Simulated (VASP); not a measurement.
Computed with AM05 GGA, VASP's PBE PAW potentials (set 64) (plane waves; VASP).

The input files of a VASP run:

**INCAR**
```
! general
SYSTEM   =  CdTe
PREC     =  Accurate
ENCUT    =  520   ! plane-wave cut-off (eV)
LREAL    =  .FALSE.
LASPH    =  .TRUE.   ! aspherical one-centre terms

! electronic loop
EDIFF    =  1E-7
NELM     =  100
ALGO     =  Normal
LMAXMIX  =  4   ! l cut-off of mixed one-centre charges

! smearing
ISMEAR   =  0   ! Gaussian
SIGMA    =  0.05

! functional
GGA      =  AM   ! AM05

! ions
ISIF     =  2

! output
LWAVE    =  .FALSE.
LCHARG   =  .FALSE.
```

KPOINTS:
```
Automatic mesh
0
Gamma
7 7 7
0 0 0
```

POSCAR:
```
CdTe
1
    0.0000000000     3.3274530496     3.3274530496
    3.3274530496     0.0000000000     3.3274530496
    3.3274530496     3.3274530496     0.0000000000
Cd Te
1 1
Direct
  0.0000000000   0.0000000000   0.0000000000
  0.2500000000   0.2500000000   0.2500000000
```

POTCAR, in this order: Cd Te (PBE.64 set). Program: vasp_std.

Output of the run:

### OSZICAR
```
       N       E                     dE             d eps       ncg     rms          rms(c)
DAV:   1     0.103401719089E+03    0.10340E+03   -0.80619E+03   520   0.118E+03
DAV:   2    -0.846685340138E+00   -0.10425E+03   -0.99476E+02   595   0.277E+02
DAV:   3    -0.517603815215E+01   -0.43294E+01   -0.43203E+01   620   0.592E+01
DAV:   4    -0.522029434391E+01   -0.44256E-01   -0.44253E-01   720   0.520E+00
DAV:   5    -0.522041873066E+01   -0.12439E-03   -0.12439E-03   625   0.267E-01    0.484E+00
DAV:   6    -0.497832232348E+01    0.24210E+00   -0.52465E-01   575   0.920E+00    0.406E+00
DAV:   7    -0.496233650249E+01    0.15986E-01   -0.11549E-01   590   0.243E+00    0.164E+00
DAV:   8    -0.496272760491E+01   -0.39110E-03   -0.95916E-03   540   0.131E+00    0.498E-01
DAV:   9    -0.496313116713E+01   -0.40356E-03   -0.11139E-03   590   0.350E-01    0.946E-02
DAV:  10    -0.496324985614E+01   -0.11869E-03   -0.15525E-04   570   0.128E-01    0.489E-02
DAV:  11    -0.496332808801E+01   -0.78232E-04   -0.13532E-04   520   0.702E-02    0.330E-02
DAV:  12    -0.496332679284E+01    0.12952E-05   -0.45103E-06   656   0.173E-02    0.170E-02
DAV:  13    -0.496332719167E+01   -0.39884E-06   -0.11278E-06   525   0.657E-03    0.101E-02
DAV:  14    -0.496332741264E+01   -0.22097E-06   -0.95173E-07   535   0.637E-03    0.466E-03
DAV:  15    -0.496332745468E+01   -0.42044E-07   -0.34469E-08   440   0.171E-03
   1 F= -.49633275E+01 E0= -.49633275E+01  d E =-.504790E-14
```

**OUTCAR**
```
------------------------ aborting loop because EDIFF is reached ----------------------------------------
  FORCE on cell =-STRESS in cart. coord.  units (eV):
  Direction    XX          YY          ZZ          XY          YZ          ZX
  --------------------------------------------------------------------------------------
  Total       -0.9028926     -0.9028926     -0.9028926      0.0000000      0.0000000     -0.0000000
  in kB      -19.6327373    -19.6327373    -19.6327373      0.0000000      0.0000000     -0.0000000
  external PRESSURE =     -19.6327373 kB  Pullay stress =       0.0000000 kB
  volume of cell :       73.68
      direct lattice vectors                 reciprocal lattice vectors
     0.000000000  3.327453050  3.327453050    -0.150265080  0.150265080  0.150265080
     3.327453050  0.000000000  3.327453050     0.150265080 -0.150265080  0.150265080
     3.327453050  3.327453050  0.000000000     0.150265080  0.150265080 -0.150265080
  FREE ENERGIE OF THE ION-ELECTRON SYSTEM (eV)
  ---------------------------------------------------
  free  energy   TOTEN  =        -4.9633274547 eV

  energy  without entropy=       -4.9633274547  energy(sigma->0) =       -4.96332745
```
(Selected blocks of OUTCAR.)

File OUTCAR:
```
 val. band max:        1.6046848348   @ k =   0.0000   0.0000   0.0000

 cond. band min:       2.1120395907   @ k =   0.0000   0.0000   0.0000


 Fermi energy:         1.8529213775

 k-point     1 :       0.0000    0.0000    0.0000
  band No.  band energies     occupation
      1      -9.1682      2.00000
      2      -6.4275      2.00000
      3      -6.4274      2.00000
      4      -6.4274      2.00000
      5      -6.2204      2.00000
      6      -6.2204      2.00000
      7       1.6047      2.00000
      8       1.6047      2.00000
      9       1.6047      2.00000
     10       2.1120      0.00000
     11       6.2376      0.00000
     12       6.2376      0.00000
     13       6.2376      0.00000

 k-point     2 :       0.1429    0.0000    0.0000
  band No.  band energies     occupation
      1      -9.1063      2.00000
      2      -6.4162      2.00000
      3      -6.4162      2.00000
      4      -6.3727      2.00000
      5      -6.2211      2.00000
      6      -6.2211      2.00000
      7       0.2193      2.00000
      8       1.4565      2.00000
      9       1.4565      2.00000
     10       3.1304      0.00000
     11       6.2329      0.00000
     12       6.4759      0.00000
     13       6.4759      0.00000

 k-point     3 :       0.2857    0.0000    0.0000
  band No.  band energies     occupation
      1      -8.9675      2.00000
      2      -6.3936      2.00000
      3      -6.3936      2.00000
      4      -6.2194      2.00000
      5      -6.2194      2.00000
      6      -6.1980      2.00000
      7      -1.2746      2.00000
      8       1.1667      2.00000
      9       1.1667      2.00000
     10       3.4377      0.00000
     11       6.7978      0.00000
     12       6.7978      0.00000
     13       7.1849      0.00000

 k-point     4 :       0.4286    0.0000    0.0000
  band No.  band energies     occupation
      1      -8.8579      2.00000
      2      -6.3790      2.00000
      3      -6.3790      2.00000
...
```

Unless said otherwise, spin-orbit coupling is left out, though it shifts the bands of the heavy elements here.

The compound is CdTe in the zinc blende structure. This cell is one point of a volume scan, at 1.06 of the reference volume.
